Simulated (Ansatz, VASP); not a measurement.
**Cross-check of Cu (S3(111) boundary in fcc Cu) between VASP and Ansatz**

Aim: how closely do two programs agree when they are given the same cell, functional and k mesh? Of the first pair: The structure shown is the start of the Ansatz relaxation below; VASP solves that cell, so the two are compared at the walk's first step.

Method: plane waves, with VASP 6.6.1 beside it; single point at PBE, in Ansatz 0.2.0.

## 1. Starting point

The cell holds 10 atoms: 10 Cu. Its edges and angles: a = 2.556 Å, b = 2.556 Å, c = 29.784 Å, α = 90.0°, β = 90.0°, γ = 120.0°. It derives from Cu. As first built, before any earlier steps moved the atoms (in the runner's words): plane [1, 1, 1]; removed 1; opened 0. Vacuum lies along c.

## 2. Ansatz: relaxation, PBE

Ansatz runs on its PAW soft_1 files.

The two programs are compared at the cell with which this relaxation starts, whose forces are those of its first step.

Contents of input.yaml:

```yaml
crystal:
  lattice:
    - [2.5561627297, 0.0, 0.0]
    - [-1.2780813649, 2.2137018601, 0.0]
    - [0.0, 0.0, 29.7838831619]
  atoms:
    - { symbol: Cu, position: [0.6666666666, 0.3333333333, 0.1678760279] }
    - { symbol: Cu, position: [0.9999999999, 1.0, 0.2379507766] }
    - { symbol: Cu, position: [0.3333333333, 0.6666666666, 0.3080255254] }
    - { symbol: Cu, position: [0.6666666666, 0.3333333333, 0.3781002741] }
    - { symbol: Cu, position: [0.0, 0.0, 0.4481750228] }
    - { symbol: Cu, position: [0.6666666666, 0.3333333333, 0.5182497716] }
    - { symbol: Cu, position: [0.3333333333, 0.6666666666, 0.5883245203] }
    - { symbol: Cu, position: [0.9999999999, 1.0, 0.6583992691] }
    - { symbol: Cu, position: [0.6666666666, 0.3333333333, 0.7284740178] }
    - { symbol: Cu, position: [0.3333333332, 0.6666666666, 0.7985487665] }
kpoints:
  mp_grid: { grid: [10, 10, 1] }
hamiltonian:
  xc: pbe
  pseudopotentials: { kind: paw, azcp: { folder: soft_1 } }
scf:
  occupations: { method: fermi_dirac, width: 0.1 }
relax:
  f_tol: 0.03
  max_steps: 80
  constraints: [{ sites: [0, 1] }]
```

Run with:

```bash
$ ansatz run input.yaml --threads 4 --pin off --max-ram 15360MiB --backend cpu --events-out ev --progress --plain --runs-dir out
```

Numbers of over 12 decimals in the logs are rounded to 6 here.

Log:

```text
Engine: ansatz 0.2.0, aarch64-unknown-linux-gnu
Pseudopotentials: kind: paw
Pseudopotential: Cu, paw, valence charge 19, recommended cutoff 420 eV (normal), soft_1/Cu.paw.azcp
Functional definition: PBE
  parameter kappa = 0.804
  parameter beta = 0.066725
  exchange = pbe_x(kappa = kappa, mu = beta*pi^2/3)
  correlation = pbe_c(beta = beta)
Crystal: 10 atoms, lattice volume = 168.535 Å³
Basis set: ecut = 420 eV, 3357 PW (Γ), exchange–correlation on 36×36×400 points (8 copies of the dense FFT grid, shifted against one another)
Bands: 114, of which v1, the nominal top of the filled ones, is band 95 counted from 1 (94 counted from 0)
Symmetry: 6 space group operations
Space group: P3m1 (ITA 156), of the structure as read, at distance tolerance 5.5e-5 Å
k-points: 14 of 100 (time reversal used)
Non-local potential: Cu, projectors of the file, l = 0: 3, l = 1: 2, l = 2: 3, l = 3: 1
PAW form: soft (Blöchl's): semilocal exchange-correlation on the pseudo side does not see the compensation charge
PAW one-centre angular grid: Cu, 590 points (default); XC on 64 Gauss nodes
Initial density: superposition of atomic densities (neutral atoms: chi_scale 0, normalization atom)
Initial wavefunctions: pseudopotential atomic-orbital guess
Functional: x = pbe(κ = 0.804, μ = 0.219515), c = pbe(β = 0.066725)
SCF iter   1: F=—  HF=-66259.732787 eV  |F-HF|=—  |Δ(HF+E_count)|=         —  Δρ=2.22e-1  dr2=4.99e1  ethr=3.10e-3  ⟨swp⟩=5.6  Hψ=5561  notcnv=0  defer=41
preconditioner: auto → LDOS  [metal: Δε(μ)=0.024 eV  Ē_g=8.664 eV  σ=0.100 eV  W_gap=0.06  n_scr=26 (ndim 8)  ℏωp=30.0 eV  f_vac=0.285  D(μ)=5.16/eV (n_scr^D=22)  β→1.0]
SCF iter   2: F=—  HF=-66313.884434 eV  |F-HF|=—  |Δ(HF+E_count)|=    5.42e1  Δρ=4.53e-1  dr2=1.90e2  ethr=3.10e-3  ⟨swp⟩=4.0  Hψ=5273  notcnv=0  defer=112  recentre
SCF iter   3: F=—  HF=-66251.560229 eV  |F-HF|=—  |Δ(HF+E_count)|=    6.23e1  Δρ=5.77e-2  dr2=3.78e0  ethr=3.10e-3  ⟨swp⟩=4.0  Hψ=4319  notcnv=0  defer=115
SCF iter   4: F=—  HF=-66250.955020 eV  |F-HF|=—  |Δ(HF+E_count)|=   6.05e-1  Δρ=2.08e-2  dr2=3.97e-1  ethr=1.99e-3  ⟨swp⟩=2.0  Hψ=2671  notcnv=0  defer=117
SCF iter   5: F=—  HF=-66250.885147 eV  |F-HF|=—  |Δ(HF+E_count)|=   6.99e-2  Δρ=6.11e-3  dr2=3.76e-2  ethr=2.09e-4  ⟨swp⟩=2.0  Hψ=2690  notcnv=0  defer=117
SCF iter   6: F=—  HF=-66250.889166 eV  |F-HF|=—  |Δ(HF+E_count)|=   4.02e-3  Δρ=2.06e-3  dr2=4.20e-3  ethr=1.98e-5  ⟨swp⟩=2.0  Hψ=2329  notcnv=0  defer=117
SCF iter   7: F=—  HF=-66250.890794 eV  |F-HF|=—  |Δ(HF+E_count)|=   1.63e-3  Δρ=8.89e-4  dr2=6.67e-4  ethr=2.21e-6  ⟨swp⟩=2.0  Hψ=2247  notcnv=0  defer=117
SCF iter   8: F=—  HF=-66250.891447 eV  |F-HF|=—  |Δ(HF+E_count)|=   6.53e-4  Δρ=3.83e-4  dr2=3.34e-4  ethr=3.51e-7  ⟨swp⟩=2.4  Hψ=2458  notcnv=0  defer=117
SCF iter   9: F=—  HF=-66250.891430 eV  |F-HF|=—  |Δ(HF+E_count)|=   1.60e-5  Δρ=1.73e-4  dr2=9.75e-5  ethr=1.76e-7  ⟨swp⟩=2.1  Hψ=1982  notcnv=0  defer=117
SCF iter  10: F=-66250.891421 eV  HF=-66250.891428 eV  |F-HF|=6.41e-6  |Δ(HF+E_count)|=   2.89e-6  Δρ=6.61e-5  dr2=1.13e-5  ethr=1.18e-8  ⟨swp⟩=2.9  Hψ=5612  notcnv=0
SCF 1 converged in 10 iterations: F = -66250.891421 eV  dr2 = 1.13e-5
  greatest PAW one-centre occupation: 1.000 electrons in one spin orbital (limit 2), on the Cu atom at site 0 (counted from 0), in its partial waves of l = 0
relax step   1: F+E_penalty+E_count = -66250.89142118 eV  Δ(F+E_penalty+E_count) = +0.000e0 eV  max|allowed force component| = 4.857e-2 eV/Å  Δτ_max = 0.0000 Å  (10 SCF iters, dr2 threshold 2.25e-5 eV, accepted)
Initial density: handed on by an earlier stage of this run
Initial wavefunctions: those handed on with the density
iter 1 solved again at ethr=2.68e-7 eV; its pass at ethr=3.10e-3 eV (dr2=5.08e-4 eV) is discarded
SCF iter   1: F=—  HF=-66250.892104 eV  |F-HF|=—  |Δ(HF+E_count)|=         —  Δρ=6.63e-4  dr2=5.09e-4  ethr=2.68e-7  ⟨swp⟩=2.4  Hψ=4848  notcnv=0  defer=118
preconditioner: auto → LDOS  [metal: Δε(μ)=0.056 eV  Ē_g=9.523 eV  σ=0.100 eV  W_gap=0.14  n_scr=26 (ndim 8)  ℏωp=30.0 eV  f_vac=0.284  D(μ)=3.66/eV (n_scr^D=18)  β→1.0]
SCF iter   2: F=—  HF=-66250.891952 eV  |F-HF|=—  |Δ(HF+E_count)|=   1.52e-4  Δρ=2.07e-4  dr2=1.30e-4  ethr=2.68e-7  ⟨swp⟩=2.1  Hψ=2676  notcnv=0  defer=118
SCF iter   3: F=—  HF=-66250.891940 eV  |F-HF|=—  |Δ(HF+E_count)|=   1.21e-5  Δρ=1.92e-4  dr2=3.73e-5  ethr=6.83e-8  ⟨swp⟩=2.0  Hψ=2255  notcnv=0  defer=118
SCF iter   4: F=—  HF=-66250.891931 eV  |F-HF|=—  |Δ(HF+E_count)|=   9.64e-6  Δρ=1.31e-4  dr2=1.79e-5  ethr=1.96e-8  ⟨swp⟩=2.4  Hψ=2746  notcnv=0  defer=118
SCF iter   5: F=—  HF=-66250.891928 eV  |F-HF|=—  |Δ(HF+E_count)|=   2.85e-6  Δρ=3.45e-5  dr2=1.15e-6  ethr=9.41e-9  ⟨swp⟩=2.0  Hψ=2185  notcnv=0  defer=118
SCF iter   6: F=—  HF=-66250.891928 eV  |F-HF|=—  |Δ(HF+E_count)|=   1.67e-7  Δρ=1.29e-5  dr2=1.69e-7  ethr=6.06e-10  ⟨swp⟩=2.0  Hψ=2331  notcnv=0  defer=118
SCF iter   7: F=-66250.891928 eV  HF=-66250.891928 eV  |F-HF|=1.17e-8  |Δ(HF+E_count)|=   1.85e-8  Δρ=3.00e-6  dr2=1.95e-8  ethr=5.26e-11  ⟨swp⟩=4.1  Hψ=5094  notcnv=0
SCF 2 converged in 7 iterations: F = -66250.891928 eV  dr2 = 1.95e-8
relax step   2: F+E_penalty+E_count = -66250.89192751 eV  Δ(F+E_penalty+E_count) = -5.063e-4 eV  max|allowed force component| = 2.927e-2 eV/Å  Δτ_max = 0.0064 Å  (7 SCF iters, accepted)
SCF converged after 7 iterations
Free energy (F): -66250.891928 eV
Harris-Foulkes:  -66250.891928 eV  (|F-HF|=1.17e-8)
Internal energy: -66250.770425 eV  (E = F + TS)
E sigma→0 (E₀):  -66250.831176 eV
Entropy (-TS):   -0.121502 eV (-12.150 meV/atom)
Fermi energy:    10.071758 eV
--- Per-component energies (eV) ---
  E_band       = -4852.770360
  E_kinetic    = 2615.692041
  E_local      = -306114.580325  (includes V_loc(G=0)·N_el)
  E_nonlocal   = 8903.889848
  E_hartree    = 149025.707470
  E_xc         = -687.653793
  E_vxc        = -887.724191  (∫ρ·V_xc dr)
  E_paw        = -18153.955103  (= ΣΔE_a)
  E_vpaw       = -7421.511797  (= ΣTr[D̂ρ^β])
  E_aug_tail   = 0.009762  (compensation charges beyond the density's cutoff)
  E_ewald      = 98160.119676
  E_smearing   = -0.121502  (= −TS)
  E_closure    = -0.000000  (closes the sum)
  Σ components = -66250.891928   (vs F -66250.891928, Δ=0.00e0)
--- Forces (eV/Å), atoms counted from 1 ---
  atom   1  Cu     0.00000000    -0.00000000     0.02233154
  atom   2  Cu    -0.00000000    -0.00000000    -0.00311223
  atom   3  Cu     0.00000000     0.00000000    -0.02817509
  atom   4  Cu     0.00000000     0.00000000    -0.00607588
  atom   5  Cu    -0.00000000     0.00000000    -0.01462781
  atom   6  Cu     0.00000000     0.00000000     0.02926876
  atom   7  Cu    -0.00000000     0.00000000    -0.01133087
  atom   8  Cu     0.00000000    -0.00000000     0.02847199
  atom   9  Cu     0.00000000    -0.00000000    -0.00445516
  atom  10  Cu     0.00000000    -0.00000000    -0.01232608
  max |Σ_I F_I| component: 3.08e-5 eV/Å
--- Relaxed structure (2 steps of the walk, 2 accepted, 0 SCFs on fresh bases) ---
  F+E_penalty+E_count = -66250.89192751 eV   max|allowed force component| = 2.927e-2 eV/Å
  atoms:
    - { symbol: Cu, position: [0.666667, 0.333333, 0.1678760279] }
    - { symbol: Cu, position: [1.0, 1.000000, 0.237951] }
    - { symbol: Cu, position: [0.333333, 0.666667, 0.307899] }
    - { symbol: Cu, position: [0.666667, 0.333333, 0.378013] }
    - { symbol: Cu, position: [-2.5907346534180246e-17, -1.8501574440486258e-17, 0.448171] }
    - { symbol: Cu, position: [0.666667, 0.333333, 0.518412] }
    - { symbol: Cu, position: [0.333333, 0.666667, 0.588483] }
    - { symbol: Cu, position: [1.0, 1.000000, 0.658616] }
    - { symbol: Cu, position: [0.666667, 0.333333, 0.728583] }
    - { symbol: Cu, position: [0.333333, 0.666667, 0.798584] }
```

Reading the cycles: dr2 is the Hartree energy of the density residual (eV), the measure of convergence; HF is the Harris–Foulkes estimate of the energy, which meets the free energy F at convergence.

## 3. VASP: single point, PBE, start cell, pair 1

The same cell, functional, mesh and smearing now go to VASP, with its own data sets.

Lines of VASP's logs that name or quote its potential files are left out, and so is its time.

Contents of INCAR:

```
SYSTEM = Cu
PREC = Accurate
ENCUT = 520
EDIFF = 1E-06
NELM = 120
ISMEAR = -1
SIGMA = 0.1
LREAL = .FALSE.
ALGO = Normal
GGA = PE
NBANDS = 68
LASPH = .TRUE.
LORBIT = 11
LWAVE = .FALSE.
LCHARG = .FALSE.
ISIF = 2
GGA_COMPAT = .FALSE.
KPAR = 2
```

Contents of POSCAR:

```
Cu
1.0
    2.5561627297      0.0000000000      0.0000000000
   -1.2780813649      2.2137018601      0.0000000000
    0.0000000000      0.0000000000     29.7838831619
Cu
10
Direct
    0.6666666098      0.3333335050      0.1678760279
    0.9999999431      0.0000001717      0.2379507723
    0.3333332765      0.6666668383      0.3080255167
    0.6666666098      0.3333335050      0.3781002611
    0.9999999431      0.0000001717      0.4481750391
    0.6666666098      0.3333335050      0.5182497835
    0.3333332765      0.6666668383      0.5883245279
    0.9999999431      0.0000001717      0.6583992723
    0.6666666098      0.3333335050      0.7284740167
    0.3333332765      0.6666668383      0.7985487611
```

Contents of KPOINTS:

```
Automatic mesh
0
Gamma
10 10 1
0 0 0
```

PAW data sets: Cu (PBE family, release 64).

Run with:

```bash
$ mpirun -np 2 vasp_std
```

Log:

```text
[banner, memory and clock lines left out]
running    2 mpi-ranks, on    1 nodes
 distrk:  each k-point on    1 cores,    2 groups
 distr:  one band on    1 cores,    1 groups

 POSCAR found type information on POSCAR Cu
 POSCAR found :  1 types and      10 ions
 LDA part: xc-table for (Slater+PW92), standard interpolation
 POSCAR, INCAR and KPOINTS ok, starting setup
 FFT: planning ... GRIDC
 FFT: planning ... GRID_SOFT
 FFT: planning ... GRID
 WAVECAR not read
 entering main loop
       N       E                     dE             d eps       ncg     rms          rms(c)
DAV:   1     0.107515551834E+04    0.10752E+04   -0.47702E+04  1920   0.264E+03
DAV:   2     0.122098187508E+03   -0.95306E+03   -0.92149E+03  1904   0.508E+02
DAV:   3    -0.373330716057E+02   -0.15943E+03   -0.14694E+03  1920   0.246E+02
DAV:   4    -0.449262225833E+02   -0.75932E+01   -0.74836E+01  2088   0.762E+01
DAV:   5    -0.450804746705E+02   -0.15425E+00   -0.15407E+00  2160   0.101E+01    0.240E+01
DAV:   6    -0.400437454885E+02    0.50367E+01   -0.93485E+01  2132   0.128E+02    0.126E+01
DAV:   7    -0.364865290177E+02    0.35572E+01   -0.18440E+01  2208   0.588E+01    0.231E+00
DAV:   8    -0.367203275265E+02   -0.23380E+00   -0.67009E+00  2416   0.611E+01    0.312E+00
DAV:   9    -0.368039265854E+02   -0.83599E-01   -0.62508E+00  2976   0.504E+01    0.346E+00
DAV:  10    -0.364139942706E+02    0.38993E+00   -0.33600E+00  2688   0.373E+01    0.179E+00
DAV:  11    -0.363875569908E+02    0.26437E-01   -0.37828E-01  3372   0.158E+01    0.117E+00
DAV:  12    -0.363556592009E+02    0.31898E-01   -0.25400E-01  3192   0.113E+01    0.563E-01
DAV:  13    -0.363538090352E+02    0.18502E-02   -0.53827E-02  2568   0.516E+00    0.304E-01
DAV:  14    -0.363533590285E+02    0.45001E-03   -0.23291E-02  2224   0.278E+00    0.141E-01
[...]
DAV:  22    -0.363528075134E+02   -0.30273E-04   -0.29198E-05  2384   0.155E-01    0.723E-03
DAV:  23    -0.363528512617E+02   -0.43748E-04   -0.93133E-06  2368   0.529E-02    0.586E-03
DAV:  24    -0.363529065790E+02   -0.55317E-04   -0.69873E-06  1976   0.664E-02    0.437E-03
DAV:  25    -0.363529280661E+02   -0.21487E-04   -0.37067E-06  1512   0.473E-02    0.366E-03
DAV:  26    -0.363529486802E+02   -0.20614E-04   -0.19101E-06  1268   0.318E-02    0.146E-03
DAV:  27    -0.363529582850E+02   -0.96048E-05   -0.87642E-07  1224   0.149E-02    0.124E-03
DAV:  28    -0.363529604823E+02   -0.21973E-05   -0.36262E-07  1172   0.139E-02    0.787E-04
DAV:  29    -0.363529611570E+02   -0.67479E-06   -0.18600E-07  1180   0.736E-03
   1 F= -.36352961E+02 E0= -.36292949E+02  d E =-.120025E+00
```

OUTCAR, selected parts (step 3):

```text
ion  position               nearest neighbor table
   1  0.667  0.333  0.168-   2 2.56   2 2.56   2 2.56
   2  1.000  0.000  0.238-   3 2.56   3 2.56   1 2.56   1 2.56   1 2.56   3 2.56
   3  0.333  0.667  0.308-   2 2.56   2 2.56   4 2.56   4 2.56   4 2.56   2 2.56
   4  0.667  0.333  0.378-   3 2.56   3 2.56   3 2.56   5 2.56   5 2.56   5 2.56
   5  1.000  0.000  0.448-   6 2.56   6 2.56   6 2.56   4 2.56   4 2.56   4 2.56
   6  0.667  0.333  0.518-   5 2.56   7 2.56   5 2.56   7 2.56   5 2.56   7 2.56
   7  0.333  0.667  0.588-   8 2.56   8 2.56   6 2.56   6 2.56   6 2.56   8 2.56
   8  1.000  0.000  0.658-   7 2.56   7 2.56   9 2.56   9 2.56   9 2.56   7 2.56
   9  0.667  0.333  0.728-   8 2.56  10 2.56   8 2.56  10 2.56   8 2.56  10 2.56
  10  0.333  0.667  0.799-   9 2.56   9 2.56   9 2.56

  LATTYP: Found a hexagonal cell.
 ALAT       =     2.5561627297
 C/A-ratio  =    11.6517946279

 Subroutine GETGRP returns: Found  6 space group operations
 (whereof  6 operations were pure point group operations)

The static configuration has the point symmetry C_3v.

 Found     14 irreducible k-points:

   k-points           NKPTS =     14   k-points in BZ     NKDIM =     14   number of bands    NBANDS=     68

   dimension x,y,z NGX =    20 NGY =   20 NGZ =  224
   dimension x,y,z NGXF=    40 NGYF=   40 NGZF=  448

   ENCUT  =  520.0 eV  38.22 Ry    6.18 a.u.   4.75  4.75 55.38*2*pi/ulx,y,z

   NELECT =     110.0000    total number of electrons

 k-points in reciprocal lattice and weights: Automatic mesh
   0.00000000  0.00000000  0.00000000       0.010
   0.10000000  0.00000000  0.00000000       0.060
   0.20000000  0.00000000  0.00000000       0.060
   0.30000000  0.00000000  0.00000000       0.060
   0.40000000  0.00000000  0.00000000       0.060
   0.50000000  0.00000000  0.00000000       0.030
   0.10000000  0.10000000  0.00000000       0.060
   0.20000000  0.10000000  0.00000000       0.120
   0.30000000  0.10000000  0.00000000       0.120
[...]
0.40000000  0.20000000  0.00000000       0.060
   0.30000000  0.30000000  0.00000000       0.060

 average (electrostatic) potential at core
       1 -67.1257       2 -67.3456       3 -67.3194       4 -67.3431       5 -67.3152
       6 -67.3328       7 -67.3530       8 -67.3218       9 -67.3492      10 -67.1279

 E-fermi :   3.9354

 k-point     1 :       0.0000    0.0000    0.0000
  band No.  band energies     occupation
    ...
     57       2.2874      2.00000
     58       2.3057      2.00000
     59       2.3057      2.00000
     60       3.2910      1.99682
     61       3.4422      1.98567
     62       8.0200      0.00000
     63       8.0650      0.00000
     64       9.1163      0.00000
     65       9.5558      0.00000
     66      11.3973      0.00000
    ...

 k-point     2 :       0.1000    0.0000    0.0000
  band No.  band energies     occupation
    ...
     56       2.2950      2.00000
     57       2.3136      2.00000
     58       2.6398      2.00000
     59       3.2016      1.99870
     60       3.9947      0.71158
     61       4.2591      0.07559
     62       8.2161      0.00000
     63       8.3023      0.00000
     64       9.3909      0.00000
     65       9.7798      0.00000
    ...

 k-point     3 :       0.2000    0.0000    0.0000
  band No.  band energies     occupation
    ...
     54       2.3047      2.00000
     55       2.3330      2.00000
     56       2.3857      2.00000
     57       2.8269      1.99997
     58       3.4474      1.98491
     59       4.2932      0.05434
     60       5.2792      0.00000
     61       5.8141      0.00000
     62       8.7195      0.00000
     63       9.1433      0.00000
    ...

  Total        0.8247094      0.8247094      0.3667840     -0.0000000     -0.0000000      0.0000000
  in kB        7.8401173      7.8401173      3.4868396     -0.0000000     -0.0000000      0.0000000
  external PRESSURE =       6.3890247 kB  Pullay stress =       0.0000000 kB

  energy-cutoff  :      520.00
  volume of cell :      168.53
      direct lattice vectors                 reciprocal lattice vectors
     2.556162730  0.000000000  0.000000000     0.391211400  0.225866007  0.000000000
    -1.278081365  2.213701860  0.000000000     0.000000000  0.451732014  0.000000000
     0.000000000  0.000000000 29.783883162     0.000000000  0.000000000  0.033575206

 POSITION                                       TOTAL-FORCE (eV/Angst)
 -----------------------------------------------------------------------------------
      1.27808      0.73790      5.00000         0.000000      0.000000      0.000831
      2.55616      0.00000      7.08710         0.000000      0.000000      0.010889
     -0.00000      1.47580      9.17420        -0.000000      0.000000     -0.048712
      1.27808      0.73790     11.26129        -0.000000      0.000000     -0.013147
      2.55616      0.00000     13.34839        -0.000000      0.000000     -0.021104
      1.27808      0.73790     15.43549         0.000000      0.000000      0.045790
     -0.00000      1.47580     17.52259         0.000000     -0.000000     -0.015324
      2.55616      0.00000     19.60969        -0.000000     -0.000000      0.048315
      1.27808      0.73790     21.69678        -0.000000     -0.000000     -0.008849
     -0.00000      1.47580     23.78388         0.000000      0.000000      0.001312
 -----------------------------------------------------------------------------------
    total drift:                                0.000435     -0.000454      0.001976

  FREE ENERGIE OF THE ION-ELECTRON SYSTEM (eV)
  ---------------------------------------------------
  free  energy   TOTEN  =       -36.3529611570 eV

  energy  without entropy=      -36.2329365207  energy(sigma->0) =      -36.29294884

 total charge
# of ion       s       p       d       tot
------------------------------------------
    1        0.452   0.292   9.184   9.928
    2        0.443   0.376   9.179   9.998
    3        0.447   0.385   9.169  10.002
    4        0.447   0.381   9.173  10.001
    5        0.447   0.382   9.174  10.003
    6        0.448   0.382   9.173  10.002
    7        0.447   0.382   9.172  10.001
    8        0.448   0.385   9.170  10.003
    9        0.443   0.376   9.180   9.998
   10        0.452   0.292   9.184   9.928
--------------------------------------------------
tot          4.474   3.633  91.757  99.865

[... 3 further parts left out ...]
```

## 4. Comparison

Known differences besides the potentials themselves: the data sets hold 190 valence electrons in Ansatz (on its PAW soft_1 files) and 110 in VASP; the cutoff is 420 eV in Ansatz and 520 eV in VASP. Total energies have different zeros and are not compared.

At this near-relaxed geometry the largest component of a force difference is 22 meV/Å.

(Continued in part 2 of 2.)

[Lines on the potential files, build, host, timing and source positions are cut from VASP's logs without a mark.]

[Logs are printed without paths, hosts, clocks, repeated set-up lines and the standing remarks that a program may print on its own settings, such as how far it seeks lower states.]

[Hosts, paths, dates, database ids (printed as entryN), source tags and the programs' standing remarks are cut or masked in the printed files.]
